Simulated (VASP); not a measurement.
CdS (zinc blende) is relaxed at rising pressure, each step from the one before. Symmetry mostly holds the structure type, and other phases were not tried. The mesh follows the cell, and a change of mesh leaves a small step in the series.

Input:

CdS has the cubic space group F-43m (No. 216), the zinc blende structure, Pearson symbol cF8. Lattice parameters: a = b = c = 5.942 Å, α = β = γ = 90.00°. Cd on 4a sees 4 S at 2.573 Å (tetrahedral). S on 4d has 4 Cd at 2.573 Å (tetrahedral). (Neighbours: up to the widest gap in distance over summed covalent radii, below 1.35, at either atom; cation-cation and far metal-metal contacts left out.)
(The calculation used a cell of 2 atoms; values per cell refer to that cell.)

Computed with PBE GGA, VASP's PBE PAW potentials (set 64) (plane waves; VASP 6.6.1). Run with 500 eV cut-off, 8×8×8 Γ-centred mesh, Gaussian smearing of 0.050 eV, potentials Cd S.

| P (GPa) | V (Å³/atom) | H − H(0) (eV/atom) | space group | gap on the mesh (eV) | k-mesh |
|---|---|---|---|---|---|
| 0 | 26.22 | 0.000 | F-43m | 1.03 | 8×8×8 |
| 5 | 24.20 | 0.784 | F-43m | 1.20 | 8×8×8 |
| 10 | 22.83 | 1.517 | F-43m | 1.33 | 8×8×8 |
| 20 | 20.92 | 2.877 | F-43m | 1.50 | 8×8×8 |
| 30 | 19.59 | 4.139 | F-43m | 1.61 | 9×9×9 |
| 45 | 18.15 | 5.903 | F-43m | 1.73 | 9×9×9 |

Pressures at which the relaxation failed are left out.

The compound is CdS in the zinc blende structure, a metastable form; wurtzite is the usual one.
